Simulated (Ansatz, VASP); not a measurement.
KBeCl3: VASP beside Ansatz

```xyz
5
Lattice="5.6737 0.0000 0.0000 0.0000 5.6737 0.0000 0.0000 0.0000 5.6737" Properties=species:S:1:pos:R:3 pbc="T T T"
K     0.0000    0.0000    0.0000
Be    2.8368    2.8368    2.8368
Cl    2.8368    0.0000    0.0000
Cl    0.0000    2.8368    0.0000
Cl    0.0000    0.0000    2.8368
```

Change from the starting cell: species swapped into the Lu3PbC type (Pm-3m, No. 221).

Alike in both runs: functional PBE; k mesh 4 × 4 × 4; occupations gaussian, width 0.1 eV; no spin polarisation.

Ansatz relaxed the structure, and its values are those at the end. VASP's run is a single point on that final structure, the one shown.

|  | VASP | Ansatz |
| --- | --- | --- |
| version | VASP 6.6.1 | Ansatz 0.2.0 |
| potentials or method | VASP PAW PBE potentials, release 64 (K_sv, Be, Cl) | scalar-relativistic, plane waves, PAW |
| plane-wave cutoff (eV) | 520 | 420 |
| valence electrons in the cell | 32 | 32 |

```csv
,VASP,Ansatz,Ansatz less VASP
gap on the k mesh at the Fermi level (eV),none,none,-
pressure (GPa),0.2,0.2,-0.04
```

A gap of «none» marks a metal or a gap that the smearing closes.
